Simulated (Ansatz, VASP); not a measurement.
# InSb in two plane-wave programs

One calculation is typed for both programs; each brings its own data sets. How far apart do they land? The structure shown comes from an earlier Ansatz run, which isn't shown and may have moved the atoms alone.

Method: plane waves, with VASP 6.6.1 beside it; elastic constants at PBEsol, in Ansatz 0.2.0.

### 1. Set-up

Symmetry: F-43m, No. 216, cubic system. Conventional cell: a = 6.544 Å, b = 6.544 Å, c = 6.544 Å, α = 90.00°, β = 90.00°, γ = 90.00°. Nearest to In lie 4 Sb at 2.83 Å. Nearest to Sb lie 4 In at 2.83 Å. Farther neighbours are not listed.

### 2. Ansatz: elastic constants, PBEsol

Ansatz runs on its default PAW (the set named soft_2) files.

Elastic constants are differences of stresses under small strains, so they test the stress and the mesh.

Contents of input.yaml:

```yaml
crystal:
  lattice:
    - [0.0, 3.2718485178, 3.2718485178]
    - [3.2718485178, 0.0, 3.2718485178]
    - [3.2718485178, 3.2718485178, 0.0]
  atoms:
    - { symbol: In, position: [0.0, 0.0, 0.0] }
    - { symbol: Sb, position: [0.25, 0.25, 0.25] }
kpoints:
  mp_grid: { grid: [4, 4, 4] }
hamiltonian:
  xc: pbesol
scf:
  occupations: { method: methfessel_paxton, width: 0.25 }
output:
  forces: true
  stress: true
  eigenvalues: true
elastic:
  mode: relaxed_ion
  stencil: two_point
  amplitude: 0.01
```

The run is started by

```
$ ansatz run input.yaml --threads 4 --pin off --max-ram 16384MiB --backend cpu --events-out ev --progress --plain --runs-dir out
```

Numbers of over 12 decimals in the logs are rounded to 6 here.

The program printed:

```text
Engine: ansatz 0.2.0, aarch64-unknown-linux-gnu
Pseudopotentials: kind: paw
Pseudopotential: In, paw, valence charge 13, recommended cutoff 420 eV (normal), In.paw.azcp
Pseudopotential: Sb, paw, valence charge 15, recommended cutoff 420 eV (normal), Sb.paw.azcp
Functional definition: PBEsol
  exchange = pbesol_x
  correlation = pbesol_c
Crystal: 2 atoms, lattice volume = 70.050 Å³
Basis set: ecut = 420 eV, 1363 PW (Γ), exchange–correlation on 64×64×64 points (8 copies of the dense FFT grid, shifted against one another)
Bands: 18, of which v1, the nominal top of the filled ones, is band 14 counted from 1 (13 counted from 0)
Symmetry: 24 space group operations
Space group: F-43m (ITA 216), of the structure as read, at distance tolerance 4.1e-5 Å
k-points: 8 of 64 (time reversal used)
Non-local potential: In, projectors of the file, l = 0: 2, l = 1: 2, l = 2: 2, l = 3: 2
Non-local potential: Sb, projectors of the file, l = 0: 2, l = 1: 2, l = 2: 2, l = 3: 2
PAW form: soft (Blöchl's): semilocal exchange-correlation on the pseudo side does not see the compensation charge
PAW frozen core: In, regenerated for the run's functional, and the local potential with it (the file was generated under x = pbe(κ = 0.804, μ = 0.219515), c = pbe(β = 0.066725))
PAW frozen core: Sb, regenerated for the run's functional, and the local potential with it (the file was generated under x = pbe(κ = 0.804, μ = 0.219515), c = pbe(β = 0.066725))
PAW one-centre angular grid: In, 590 points (default); XC on 64 Gauss nodes
PAW one-centre angular grid: Sb, 590 points (default); XC on 64 Gauss nodes
Initial density: superposition of atomic densities (neutral atoms: chi_scale 0, normalization atom), corrected by the library's trained network
Initial wavefunctions: pseudopotential atomic-orbital guess
Functional: x = pbesol(κ = 0.804, μ = 0.123457), c = pbesol(β = 0.046)
SCF iter   1: F=—  HF=-11933.504856 eV  |F-HF|=—  |Δ(HF+E_count)|=         —  Δρ=2.53e-3  dr2=4.55e-3  ethr=1.77e-3  ⟨swp⟩=5.2  Hψ=700  notcnv=0
preconditioner: auto → none  [insulator: Δε(μ)=0.398 eV  Ē_g=13.755 eV  σ=0.250 eV  W_gap=0.74  n_scr=14 (ndim 8)  ℏωp=18.8 eV  f_vac=0.117  D(μ)=0.26/eV (n_scr^D=0)  ε∞_Penn≈2.9]
SCF iter   2: F=—  HF=-11933.500976 eV  |F-HF|=—  |Δ(HF+E_count)|=   3.88e-3  S|Δr|=    0.00e0  Δρ=9.72e-4  dr2=3.64e-4  ethr=1.62e-5  ⟨swp⟩=2.1  Hψ=291  notcnv=0
SCF iter   3: F=—  HF=-11933.501108 eV  |F-HF|=—  |Δ(HF+E_count)|=   1.32e-4  S|Δr|=    0.00e0  Δρ=2.86e-4  dr2=6.05e-5  ethr=1.30e-6  ⟨swp⟩=2.0  Hψ=252  notcnv=0
SCF iter   4: F=—  HF=-11933.501109 eV  |F-HF|=—  |Δ(HF+E_count)|=   1.18e-6  S|Δr|=    0.00e0  Δρ=1.17e-4  dr2=6.27e-6  ethr=2.16e-7  ⟨swp⟩=2.0  Hψ=212  notcnv=0
SCF iter   5: F=—  HF=-11933.501123 eV  |F-HF|=—  |Δ(HF+E_count)|=   1.39e-5  S|Δr|=    0.00e0  Δρ=4.59e-5  dr2=9.66e-7  ethr=2.24e-8  ⟨swp⟩=2.0  Hψ=259  notcnv=0
SCF iter   6: F=—  HF=-11933.501122 eV  |F-HF|=—  |Δ(HF+E_count)|=   9.75e-7  S|Δr|=    0.00e0  Δρ=5.84e-6  dr2=1.79e-8  ethr=3.45e-9  ⟨swp⟩=2.0  Hψ=257  notcnv=0
SCF iter   7: F=—  HF=-11933.501122 eV  |F-HF|=—  |Δ(HF+E_count)|=   1.31e-8  S|Δr|=    0.00e0  Δρ=1.26e-6  dr2=8.80e-10  ethr=6.39e-11  ⟨swp⟩=2.0  Hψ=259  notcnv=0
SCF iter   8: F=—  HF=-11933.501122 eV  |F-HF|=—  |Δ(HF+E_count)|=  2.35e-10  S|Δr|=    0.00e0  Δρ=1.97e-7  dr2=1.81e-11  ethr=3.14e-12  ⟨swp⟩=2.0  Hψ=257  notcnv=0
SCF iter   9: F=—  HF=-11933.501122 eV  |F-HF|=—  |Δ(HF+E_count)|=  3.64e-12  S|Δr|=    0.00e0  Δρ=4.29e-8  dr2=7.45e-13  ethr=6.46e-14 (applied; sched 1.00e-12)  ⟨swp⟩=2.0  Hψ=259  notcnv=0
SCF iter  10: F=-11933.501122 eV  HF=-11933.501122 eV  |F-HF|=0.00e0  |Δ(HF+E_count)|=    0.00e0  S|Δr|=    0.00e0  Δρ=4.96e-9  dr2=1.37e-14  ethr=1.00e-12  ⟨swp⟩=5.1  Hψ=556  notcnv=0
SCF 1 converged in 10 iterations: F = -11933.501122 eV  dr2 = 1.37e-14
  greatest PAW one-centre occupation: 0.996 electrons in one spin orbital (limit 2), on the Sb atom at site 1 (counted from 0), in its partial waves of l = 2
Crystal: 2 atoms, lattice volume = 69.350 Å³
Symmetry: 8 space group operations
k-points: 13 of 64 (time reversal used)
Initial density: handed on by an earlier stage of this run
Initial wavefunctions: those handed on with the density
iter 1 solved again at ethr=3.34e-7 eV; its pass at ethr=3.10e-3 eV (dr2=9.36e-5 eV) is discarded
SCF iter   1: F=—  HF=-11933.499830 eV  |F-HF|=—  |Δ(HF+E_count)|=         —  Δρ=3.74e-4  dr2=9.25e-5  ethr=3.34e-7  ⟨swp⟩=2.0  Hψ=1526  notcnv=0
preconditioner: auto → none  [insulator: Δε(μ)=0.394 eV  Ē_g=13.818 eV  σ=0.250 eV  W_gap=0.63  n_scr=14 (ndim 8)  ℏωp=18.9 eV  f_vac=0.106  D(μ)=0.25/eV (n_scr^D=0)  ε∞_Penn≈2.9]
SCF iter   2: F=—  HF=-11933.499832 eV  |F-HF|=—  |Δ(HF+E_count)|=   2.65e-6  S|Δr|=    0.00e0  Δρ=1.83e-4  dr2=2.00e-5  ethr=3.30e-7  ⟨swp⟩=1.0  Hψ=234  notcnv=0
[...]
SCF iter   5: F=—  HF=-11933.500217 eV  |F-HF|=—  |Δ(HF+E_count)|=   6.73e-6  S|Δr|=    0.00e0  Δρ=1.78e-5  dr2=1.14e-7  ethr=3.38e-8  ⟨swp⟩=2.4  Hψ=515  notcnv=0
SCF iter   6: F=—  HF=-11933.500213 eV  |F-HF|=—  |Δ(HF+E_count)|=   4.05e-6  S|Δr|=    0.00e0  Δρ=5.42e-6  dr2=3.45e-8  ethr=4.07e-10  ⟨swp⟩=2.1  Hψ=578  notcnv=0
SCF iter   7: F=—  HF=-11933.500213 eV  |F-HF|=—  |Δ(HF+E_count)|=   1.17e-8  S|Δr|=    0.00e0  Δρ=8.44e-7  dr2=2.79e-10  ethr=1.23e-10  ⟨swp⟩=2.0  Hψ=487  notcnv=0
SCF iter   8: F=—  HF=-11933.500213 eV  |F-HF|=—  |Δ(HF+E_count)|=  1.56e-10  S|Δr|=    0.00e0  Δρ=1.44e-7  dr2=9.74e-12  ethr=9.95e-13 (applied; sched 1.00e-12)  ⟨swp⟩=2.0  Hψ=581  notcnv=0
SCF iter   9: F=—  HF=-11933.500213 eV  |F-HF|=—  |Δ(HF+E_count)|=    0.00e0  S|Δr|=    0.00e0  Δρ=3.81e-8  dr2=8.27e-13  ethr=3.48e-14 (applied; sched 1.00e-12)  ⟨swp⟩=2.0  Hψ=577  notcnv=0
SCF iter  10: F=-11933.500213 eV  HF=-11933.500213 eV  |F-HF|=1.82e-12  |Δ(HF+E_count)|=  5.46e-12  S|Δr|=    0.00e0  Δρ=9.53e-9  dr2=2.96e-14  ethr=1.00e-12  ⟨swp⟩=5.0  Hψ=1168  notcnv=0
SCF 9 converged in 10 iterations: F = -11933.500213 eV  dr2 = 2.96e-14
relax step   1: F+E_penalty+E_count = -11933.50021279 eV  Δ(F+E_penalty+E_count) = +0.000e0 eV  max|allowed force component| = 7.004e-2 eV/Å  Δτ_max = 0.0000 Å  (10 SCF iters, accepted)
[...]
relax step   2: F+E_penalty+E_count = -11933.50063459 eV  Δ(F+E_penalty+E_count) = -4.218e-4 eV  max|allowed force component| = 1.877e-4 eV/Å  Δτ_max = 0.0060 Å  (9 SCF iters, accepted)
[...]
relax step   3: F+E_penalty+E_count = -11933.50063459 eV  Δ(F+E_penalty+E_count) = -3.020e-9 eV  max|allowed force component| = 5.040e-7 eV/Å  Δτ_max = 0.0000 Å  (4 SCF iters, accepted)
iter 1 solved again at ethr=1.00e-12 eV; its pass at ethr=3.10e-3 eV (dr2=8.68e-13 eV) is discarded
SCF iter   1: F=—  HF=-11933.500634 eV  |F-HF|=—  |Δ(HF+E_count)|=         —  Δρ=1.69e-8  dr2=1.15e-13  ethr=1.00e-12  ⟨swp⟩=2.1  Hψ=1794  notcnv=0
SCF iter   2: F=-11933.500635 eV  HF=-11933.500635 eV  |F-HF|=1.09e-11  |Δ(HF+E_count)|=   5.48e-7  S|Δr|=    0.00e0  Δρ=8.84e-9  dr2=4.68e-14  ethr=1.00e-12  ⟨swp⟩=3.0  Hψ=1499  notcnv=0
SCF 12 converged in 2 iterations: F = -11933.500635 eV  dr2 = 4.68e-14
SCF converged after 10 iterations
Stability not checked: this state was not tested for a lower state beside it, because cold or Methfessel-Paxton smearing, or corrected tetrahedra, fill the levels in a way that the test cannot read (fill_not_monotonic; see scf.lower_state_search)
Free energy (F): -11933.501122 eV
Harris-Foulkes:  -11933.501122 eV  (|F-HF|=0.00e0)
Internal energy: -11933.500761 eV  (E = F + TS)
E sigma→0 (E₀):  -11933.501032 eV
Entropy (-TS):   -0.000361 eV (-0.180 meV/atom)
Fermi energy:    6.964302 eV
Step filling:    the computed levels leave a gap of 0.0000 eV = 0.0 smearing widths at the electron count; against every level under it full and every level over it empty, smearing changes F+E_penalty+E_count by -2.461 meV and its σ→0 estimate by -2.371 meV
--- Per-component energies (eV) ---
  E_band       = -271.189807
  E_kinetic    = 451.175701
  E_local      = -3242.215277  (includes V_loc(G=0)·N_el)
  E_nonlocal   = 733.117302
  E_hartree    = 1391.015685
  E_xc         = -350.472753
  E_vxc        = -195.930775  (∫ρ·V_xc dr)
  E_paw        = -8585.010764  (= ΣΔE_a)
  E_vpaw       = -799.368146  (= ΣTr[D̂ρ^β])
  E_aug_tail   = 0.000024  (compensation charges beyond the density's cutoff)
  E_ewald      = -2331.678439
  E_core_change = 0.567760  (= ΣΔE_core)
  E_smearing   = -0.000361  (= −TS)
  E_closure    = 0.000000  (closes the sum)
  Σ components = -11933.501122   (vs F -11933.501122, Δ=0.00e0)
--- Forces (eV/Å), atoms counted from 1 ---
  atom   1  In     0.00000000    -0.00000000    -0.00000000
  atom   2  Sb    -0.00000000     0.00000000     0.00000000
  max |Σ_I F_I| component: 1.11e-16 eV/Å
--- Stress (GPa, compression-positive) ---
       -0.002795      -0.000000      -0.000000
       -0.000000      -0.002795       0.000000
       -0.000000       0.000000      -0.002795
  P = ⅓ Tr σ = -0.0028 GPa (-0.028 kbar)
--- Band table (eV; the first three rows and the last of 8) ---
  k-point 0: bands = [... 10 lower, -3.6638, 6.4550, 6.9021, 6.9021, 6.9021, 9.8237, 9.8237, 9.8237]
  k-point 1: bands = [... 10 lower, -3.1467, 3.2930, 6.3276, 6.3276, 7.6369, 10.5419, 10.5419, 11.4690]
  k-point 2: bands = [... 10 lower, -2.3627, 1.3779, 5.9325, 5.9325, 7.3118, 10.6652, 10.6652, 12.8730]
  k-point 7: bands = [... 10 lower, -1.7540, 1.1790, 4.1327, 4.2603, 10.2708, 10.8094, 11.0026, 11.7690]
--- Elastic constants: 2 strain directions × 2 members + reference (group order 24) ---
  dense FFT box of the reference and of every strained cell: 32×32×32
  strains applied: 11, 23; error gains: componentwise 1.00 (the most a stress slope's error grows in a printed constant), spectral 1.73 (1 for all six strains in a standard setting)
  C = ∂σ_k/∂η_j (tension-positive GPa; Voigt order 11 22 33 23 13 12):
        58.494     34.168     34.168      0.000      0.000      0.000
        34.168     58.494     34.168      0.000      0.000      0.000
        34.168     34.168     58.494      0.000      0.000     -0.000
        -0.000      0.000      0.000     21.719      0.000     -0.000
        -0.000     -0.000     -0.000     -0.000     21.719      0.000
        -0.000      0.000     -0.000      0.000      0.000     21.719
  reference stress σ⁰ (GPa):      0.003      0.003      0.003     -0.000      0.000      0.000
  C* (energy form; C + prestress term) asymmetry max|C*_kj − C*_jk| = 1.421e-14 GPa — a small one proves nothing (zero by symmetry where the batch's group is 432, −43m or m−3m); a large one is finite-difference/SCF noise where every solve meets its electron count
  moduli (Voigt/Reuss/Hill, GPa): K = 42.28/42.28/42.28   G = 17.90/16.53/17.21   E = 45.46   ν = 0.321
  mechanically stable: yes (min eigenvalue of sym C = 21.72 GPa)
  strain η (Voigt 11):  stress-route row diagonal C_11 = 58.49 GPa, energy-path curvature d²(F+E_count+ΔE)/dδ²/Ω₀ = 58.43 GPa
         δ    σ_11 (GPa)             F (eV)   n_scf  n_hpsi   n_pw
    -1.000e-2      -0.5887      -11933.4998404       9    4785   1364   relax 0 steps, max|allowed force component| 5.20e-17 eV/Å
     1.000e-2       0.5811      -11933.4998247       7    4029   1394   relax 0 steps, max|allowed force component| 5.20e-17 eV/Å
  strain η (Voigt 23):  stress-route row diagonal C_44 = 21.72 GPa, energy-path curvature d²(F+E_count+ΔE)/dδ²/Ω₀ = 21.71 GPa
         δ    σ_23 (GPa)             F (eV)   n_scf  n_hpsi   n_pw
    -1.000e-2      -0.2172      -11933.5006346       2    3491   1378   relax 4 steps, max|allowed force component| 5.19e-7 eV/Å
     1.000e-2       0.2172      -11933.5006346       2    3517   1378   relax 3 steps, max|allowed force component| 5.04e-7 eV/Å
```

In the SCF lines HF is the Harris–Foulkes energy and dr2 the Hartree energy of the density residual, in eV; the loop may stop once dr2 is under the threshold and the program's other checks hold. Hψ counts applications of the Hamiltonian.

[end of part 1 of 2]

[Lines on the potential files, build, host, timing and source positions are cut from VASP's logs without a mark.]

[Logs are printed without paths, hosts, clocks, repeated set-up lines and the standing remarks that a program may print on its own settings, such as how far it seeks lower states.]

[Hosts, paths, dates, database ids (printed as entryN), source tags and the programs' standing remarks are cut or masked in the printed files.]
